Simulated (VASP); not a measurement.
Runs of VASP 6.6.1 on BeC2. It takes space group I4/mmm (No. 139, tetragonal). The conventional cell has a = 3.611 Å, b = 3.611 Å, c = 4.668 Å, α = 90.00°, β = 90.00°, γ = 90.00°. Be (site symmetry 4/mmm) is surrounded by 2 C at 1.71 Å. C (site symmetry 4mm) has 1 C at 1.25 Å as nearest neighbours. The cell comes from a database or a generator and needn't be the stable form of this composition.

```csv
task,cell,k mesh,cutoff (eV),smearing,target pressure,gap on the mesh (eV),pressure (GPa),largest force (eV/Å)
relaxation of cell and atoms,relaxed to 41 GPa,10 × 10 × 10,600,gaussian 0.01 eV,41 GPa,none,41.0,-
single point,"I4/mmm, 8.33 Å³/atom",8 × 8 × 8,520,gaussian 0.1 eV,-,1.11,82.6,43.73
relaxation of cell and atoms,relaxed,10 × 10 × 10,600,gaussian 0.02 eV,-,2.09,0.0,-
single point,"I4/mmm, 10.14 Å³/atom",10 × 10 × 10,520,gaussian 0.02 eV,-,2.14,0.3,(a)
single point,"I4/mmm, 6.85 Å³/atom",10 × 10 × 10,520,gaussian 0.01 eV,-,none,38.5,0.93
```

Alike in all rows: level PBEsol; potentials or basis VASP PAW PBE potentials, release 64 (Be, C); no spin polarisation.

Problem. Estimate the missing entries.

Solution. (a) 0.13.

Caveats: the standard files for N, O and F lose accuracy on very short bonds; the PAW data sets were made with another functional, which shifts forces and pressure a little; a pressure of tens of GPa on the cell as given is suspect, and the run, the potentials or the cell itself is likely at fault (some runs); the cell is relaxed towards a set pressure, so the enthalpy falls and the energy may rise (some runs); the volume moved by over 15 % at a fixed basis, so the end points are rough (some runs).

A k mesh can miss the band edges.

A gap of «none» marks a metal or a gap under the smearing width.
